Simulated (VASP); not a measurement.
Consider the following.

```xyz
2
Lattice="0.0000 2.4531 2.4531 2.4531 0.0000 2.4531 2.4531 2.4531 0.0000" Properties=species:S:1:pos:R:3 pbc="T T T"
Ca     0.0000     0.0000     0.0000
O      2.4531     2.4531     2.4531
```

Level of theory: PBE GGA, VASP's PBE PAW potentials (set 64) (plane waves; VASP). Run with 520 eV cut-off, 8×8×8 Γ-centred mesh, Gaussian smearing of 0.050 eV, potentials Ca_sv O.

Give the stress tensor in GPa (positive for a compressed cell).

```
-3.98   0.00   0.00
 0.00  -3.98   0.00
 0.00   0.00  -3.98
```
The pressure is its mean diagonal, -3.98 GPa.

The compound is CaO in the rock salt structure. The cell was not relaxed at this level. The run is one of a series of settings (EDIFF = 1E-8 against the base run), some of them coarse on purpose.
